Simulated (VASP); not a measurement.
An input for Ansatz (written as the equivalent of a VASP run, and not itself run):

Ansatz 0.2 input:
```yaml
crystal:
  lattice:
    - [-2.4008562, 2.4008562, 1.3627682]
    - [2.4008562, -2.4008562, 1.3627682]
    - [2.4008562, 2.4008562, -1.3627682]
  atoms:
    - { symbol: Ir, position: [0.7500000, 0.2500000, 0.5000000] }
    - { symbol: Ir, position: [1.0000000, 0.0000000, 0.0000000] }
kpoints:
  mp_grid: { grid: [14, 14, 14] }
hamiltonian:
  xc: pbesol
  pseudopotentials: { kind: paw }
scf:
  occupations: { method: methfessel_paxton, width: 0.1 }
  max_iter: 100
relax:
  max_steps: 60
  f_tol: 0.01
  cell: {}
output: { forces: true, stress: true, eigenvalues: true }
```

Question: Write the VASP files for the same calculation (PBEsol).

Answer: This is not unique; one that fits is 
File KPOINTS:
```
Automatic mesh
0
Gamma
14 14 14
0 0 0
```

### INCAR
```
SYSTEM = Ir
PREC = Accurate; ENCUT = 400; LREAL = .FALSE.
LASPH = .TRUE.
EDIFF = 1E-6; NELM = 100; ALGO = Normal
LMAXMIX = 6
ISMEAR = 1; SIGMA = 0.1
GGA = PS
IBRION = 2; NSW = 60; ISIF = 3
EDIFFG = -0.01
LWAVE = .FALSE.; LCHARG = .FALSE.
```

**POSCAR**
```
Ir
1
   -2.4008562110     2.4008562110     1.3627682358
    2.4008562110    -2.4008562110     1.3627682358
    2.4008562110     2.4008562110    -1.3627682358
Ir
2
Direct
  0.7500000000   0.2500000000   0.5000000000
  1.0000000000   0.0000000000   0.0000000000
```

POTCAR, in this order: Ir (PBE.64 set). Program: vasp_std.

What does not carry over: each code has its own PAW files, so the cut-off isn't converted (ENCUT is set for VASP's; basis.ecutwfc is left out, and Ansatz then takes the one that its files recommend); Ansatz stops its SCF on the density residual and VASP on the energy change (EDIFF).

The structure was generated: Ir was put into the beta-Sn type (I4_1/amd), which need not be its known phase. It was relaxed first, which changed the volume by +6 %. The start is the result of an earlier pass.
